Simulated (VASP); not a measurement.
Here is a VASP 6.6.1 calculation.

Contents of INCAR:

```
SYSTEM = In3Ga5P8
PREC = Accurate
ENCUT = 600
EDIFF = 1E-7
ISMEAR = 0
SIGMA = 0.03
LREAL = .False.
LASPH = .True.
NELM = 80
ALGO = Normal
ISIF = 3
LWAVE = .False.
LCHARG = .False.
GGA = PE
IBRION = 2
NSW = 90
EDIFFG = -0.005
KPAR = 4
```

KPOINTS

```
regular mesh
0
Gamma
  6 6 4
  0 0 0
```

File POSCAR:

```
In3Ga5P8                                
1.0
    0.0000000000      5.6786609753     -5.6786609753
    5.6786609753      5.6786609753      0.0000000000
    5.6849608868     -0.0062999115     -5.6849608868
  Ga              In              P             
     5     3     8
Direct
     0.5001470291068302    0.0001470291068300    0.5005804181240187
     0.5001470291068302    0.4991255236623212    0.5005804181240187
     0.9991255236623213    0.0001470291068300    0.5005804181240187
     0.9999914219956697    0.4999914219956696    0.5000257340129909
     0.5003590727452701    0.0003590727452702    0.9989227817641895
     0.4987733987487410    0.5000689927382371    0.0010886157747849
     0.0000689927382370    0.9987733987487410    0.0010886157747849
     0.0000689927382370    0.5000689927382371    0.0010886157747849
     0.3699458178794643    0.3701870071966858    0.3896801677271640
     0.3750337596015723    0.8750337596015723    0.3748987211952831
     0.8701870071966858    0.3701870071966858    0.3896801677271640
     0.8701870071966858    0.8699458178794643    0.3896801677271640
     0.3854878760870509    0.3643870863936203    0.8646371614322779
     0.3854878760870509    0.8854878760870510    0.8646371614322779
     0.8806021087157332    0.3806021087157332    0.8581936738528004
     0.8643870863936204    0.8854878760870510    0.8646371614322779
```

Potentials or basis: VASP PAW PBE potentials, release 64 (Ga_d, In_d, P).

The run is started by

```bash
$ cat potpaw_PBE.64/Ga_d/POTCAR potpaw_PBE.64/In_d/POTCAR potpaw_PBE.64/P/POTCAR > POTCAR
$ mpirun -np 4 vasp_std > vasp.out
```

(1) What does it give for the band gap on the k mesh?

(2) Predict the space group after relaxing (to 0.05 Å).

(3) What does it give for the relaxed cell?

## Answers

(1) 0.70 eV, direct.

(2) R3m (No. 160).

(3) a = 8.029 Å, b = 8.029 Å, c = 8.040 Å, α = 60.04°, β = 60.04°, γ = 60.00°.

Caveat: spin-orbit coupling is left out, which moves the levels of the heavy elements.
